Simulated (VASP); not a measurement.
Here is the system:

```
CdTe
1.0
    0.00000     3.24000     3.24000
    3.24000     0.00000     3.24000
    3.24000     3.24000     0.00000
Cd Te
1 1
Direct
  0.00000   0.00000   0.00000
  0.25000   0.25000   0.25000
```

Computed with revPBE GGA, VASP's PBE PAW potentials (set 64) (plane waves; VASP 6.6.1). Settings: 400 eV cut-off, 6×6×6 Γ-centred mesh, Gaussian smearing of 0.050 eV, potentials Cd Te.

Give the stress tensor in GPa (positive for a compressed cell).

```
3.63  0.00  0.00
0.00  3.63  0.00
0.00  0.00  3.63
```
The pressure is its mean diagonal, 3.63 GPa.

The compound is CdTe in the zinc blende structure. The cell was not relaxed at this level. The run is one of a series of settings (GGA = RE against the base run), some of them coarse on purpose.
